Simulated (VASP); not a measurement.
These are B3LYP hybrid, VASP's PBE PAW potentials (set 64) (plane waves; VASP) values and carry that method's errors.

Input for VASP

### POSCAR
```
SiC
1
    0.0000000000     2.1896998039     2.1896998039
    2.1896998039     0.0000000000     2.1896998039
    2.1896998039     2.1896998039     0.0000000000
Si C
1 1
Direct
  0.0000000000   0.0000000000   0.0000000000
  0.2500000000   0.2500000000   0.2500000000
```

KPOINTS_OPT:
```
k-points along high-symmetry lines
5
Line-mode
Reciprocal
  0.000000   0.000000   0.000000 ! GAMMA
 -0.500000  -0.500000   0.000000 ! X

 -0.500000  -0.500000   0.000000 ! X
 -0.375000  -0.375000   0.250000 ! U

 -0.375000  -0.000000   0.375000 ! K
  0.000000   0.000000   0.000000 ! GAMMA

  0.000000   0.000000   0.000000 ! GAMMA
 -0.000000  -0.000000   0.500000 ! L

 -0.000000  -0.000000   0.500000 ! L
 -0.500000  -0.250000   0.250000 ! W

 -0.500000  -0.250000   0.250000 ! W
 -0.500000  -0.500000   0.000000 ! X
```

KPOINTS:
```
Automatic mesh
0
Gamma
8 8 8
0 0 0
```

### INCAR
```
! general
SYSTEM   = SiC
PREC     = Accurate
ENCUT    = 520
LREAL    = .False.
LASPH    = .True.
ISYM     = 3

! electronic loop
EDIFF    = 1E-6   ! SCF stop (eV)
NELM     = 60
ALGO     = Normal   ! blocked Davidson

! smearing
ISMEAR   = 0
SIGMA    = 0.05   ! width (eV)

! functional
GGA      = B3
AGGAC    = 0.81
AGGAX    = 0.72
ALDAC    = 0.19
LHFCALC  = .True.
AEXX     = 0.2
HFRCUT   = -1
PRECFOCK = Fast

! ions
ISIF     = 2   ! forces and stress, cell fixed

! output
LWAVE    = .False.
LCHARG   = .False.
```

POTCAR, in this order: Si C (PBE.64 set). Program: vasp_std. Read from the step before: WAVECAR.

Predict the energy per atom (σ→0), band gap (over mesh and band path).

```json
{
 "energy per atom (σ→0)": "-8.310 eV/atom",
 "band gap (over mesh and band path)": "3.00 eV"
}
```

OSZICAR:
```
...
DAV:   5    -0.166210056799E+02    0.81175E-04   -0.97815E-05   640   0.772E-02    0.160E-01
DAV:   6    -0.166209778822E+02    0.27798E-04   -0.57462E-05   576   0.500E-02    0.104E-01
DAV:   7    -0.166209734218E+02    0.44604E-05   -0.13221E-05   648   0.258E-02    0.675E-02
DAV:   8    -0.166209722201E+02    0.12017E-05   -0.25462E-06   328   0.122E-02    0.421E-02
DAV:   9    -0.166209719699E+02    0.25019E-06   -0.95909E-07   240   0.827E-03
   1 F= -.16620972E+02 E0= -.16620972E+02  d E =-.108225E-17
       N       E                     dE             ncg
       N       E                     dE             ncg
```

The compound is SiC in the zinc blende structure. It was relaxed first. The cell's shape comes from a PBE relaxation.
